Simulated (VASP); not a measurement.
Here is the system:

```
CELL_PARAMETERS angstrom
     -2.91352     2.91352     1.58010
      2.91352    -2.91352     1.58010
      2.91352     2.91352    -1.58010
ATOMIC_POSITIONS crystal
  Sn 0.25000 0.75000 0.50000
  Sn 0.00000 0.00000 0.00000
```

All values below come from PBEsol GGA, VASP's PBE PAW potentials (set 64) (plane waves; VASP). Run with 500 eV cut-off, 13×13×13 Γ-centred mesh, first-order Methfessel-Paxton smearing of 0.10 eV, potentials Sn_d.

Unless said otherwise, spin-orbit coupling is left out, though it shifts the bands of the heavy elements here.

Q: Predict the energy per atom (σ→0), band gap (on the k-mesh) with the smallest direct gap where there is one.

A: 
```
Quantity                                                    Result
------------------------  ----------------------------------------
band gap (on the k-mesh)  none (metal, semimetal or under 0.01 eV)
energy per atom (σ→0)                               -4.262 eV/atom
```

Total energies compare only between runs with the same potentials, cut-off and functional.

The compound is Sn in the beta structure. It was relaxed first.
